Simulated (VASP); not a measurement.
Write the native input for VASP 6.6.1 that does the following.

```yaml
Task: relaxation of the atoms
Functional: PBEsol
Potentials_or_basis: VASP PAW PBE potentials, release 64 (Mn_pv, In_d, P)
Cutoff: 350 eV
k_mesh: 2 × 2 × 2
Occupations: gaussian, width 0.03 eV
Spin: collinear spin, ferromagnetic start
Starting_moments: "[4.0, 0.0, 0.0, 0.0, 0.0, 0.0, 0.0, 0.0, 0.0, 0.0, 0.0, 0.0, 0.0, 0.0, 0.0, 0.0, 0.0, 0.0, 0.0, 0.0, 0.0, 0.0, 0.0, 0.0] μB"
Hubbard_terms: Mn d U = 3.5 eV
Dq: 0
Further_INCAR_settings: LREAL = Auto; ALGO = Normal; EDIFF = 1e-05; IBRION = 2; EDIFFG = -0.03; NSW = 40
```

The structure of MnIn11P12 (a cell with a defect) lies in POSCAR:

```
MnIn11P12
1.0
    0.0000000000      8.8030500000      8.8030500000
    5.8687000000      0.0000000000      5.8687000000
    5.8687000000      5.8687000000      0.0000000000
Mn In P
1 11 12
Direct
    0.0000000000      0.0000000000      0.0000000000
    0.0000000000      0.0000000000      0.5000000000
    0.0000000000      0.5000000000      0.0000000000
    0.0000000000      0.5000000000      0.5000000000
    0.3333330000      0.0000000000      0.0000000000
    0.3333330000      0.0000000000      0.5000000000
    0.3333330000      0.5000000000      0.0000000000
    0.3333330000      0.5000000000      0.5000000000
    0.6666670000      0.0000000000      0.0000000000
    0.6666670000      0.0000000000      0.5000000000
    0.6666670000      0.5000000000      0.0000000000
    0.6666670000      0.5000000000      0.5000000000
    0.0833333333      0.1250000000      0.1250000000
    0.0833333333      0.1250000000      0.6250000000
    0.0833333333      0.6250000000      0.1250000000
    0.0833333333      0.6250000000      0.6250000000
    0.4166663333      0.1250000000      0.1250000000
    0.4166663333      0.1250000000      0.6250000000
    0.4166663333      0.6250000000      0.1250000000
    0.4166663333      0.6250000000      0.6250000000
    0.7500003333      0.1250000000      0.1250000000
    0.7500003333      0.1250000000      0.6250000000
    0.7500003333      0.6250000000      0.1250000000
    0.7500003333      0.6250000000      0.6250000000
```

The input as run:

INCAR

```
SYSTEM = MnIn11P12
  PREC = Accurate
  ENCUT = 350
  EDIFF = 1E-5
  ISMEAR = 0
  SIGMA = 0.03
  LREAL = Auto
  LASPH = .True.
  NELM = 120
  ALGO = Normal
  ISIF = 2
  LWAVE = .False.
  LCHARG = .False.
  ISPIN = 2
  MAGMOM = 4 0 0 0 0 0 0 0 0 0 0 0 0 0 0 0 0 0 0 0 0 0 0 0
  LORBIT = 11
  LMAXMIX = 4
  LDAU = .True.
  LDAUTYPE = 2
  LDAUL = 2 -1 -1
  LDAUU = 3.5 0 0
  LDAUJ = 0 0 0
  LDAUPRINT = 1
  GGA = PS
  IBRION = 2
  NSW = 40
  EDIFFG = -0.03
  KPAR = 2
```

KPOINTS

```
regular mesh
0
Gamma
  2 2 2
  0 0 0
```

Potentials or basis: VASP PAW PBE potentials, release 64 (Mn_pv, In_d, P).

Command:

```bash
$ cat potpaw_PBE.64/Mn_pv/POTCAR potpaw_PBE.64/In_d/POTCAR potpaw_PBE.64/P/POTCAR > POTCAR
$ mpirun -np 4 vasp_std > vasp.out
```

Results of the run:

```yaml
Energy_gained_by_relaxing: 4.7 meV/atom
Ionic_steps: 8
Pressure_after_relaxing: -0.7 GPa
Largest_force_after_relaxing: 0.028 eV/Å
Band_gap_on_the_k_mesh: none (metal or under the smearing width)
Net_moment: 4.27 μB per cell
Site_moments: Mn +4.29; In +0.01, +0.00; P -0.07, -0.01, -0.00, -0.03 μB
Valence_electrons_inside_the_program's_atomic_spheres: Mn 11.41; In 11.48, 11.47, 11.49; P 2.50, 2.51
```

Caveat: the k mesh is coarse (spacing up to 0.46 Å⁻¹), so the values aren't converged; the PAW data sets were made with another functional, which shifts forces and pressure a little; only a ferromagnetic start was run, and an antiferromagnetic order may lie lower in energy; the U is typed as a test and isn't derived for this compound.

Run time: 30 min on 4 MPI ranks on AMD EPYC 7R13 Processor (Zen 3), on a shared host, peak memory 0.56 GiB a rank.
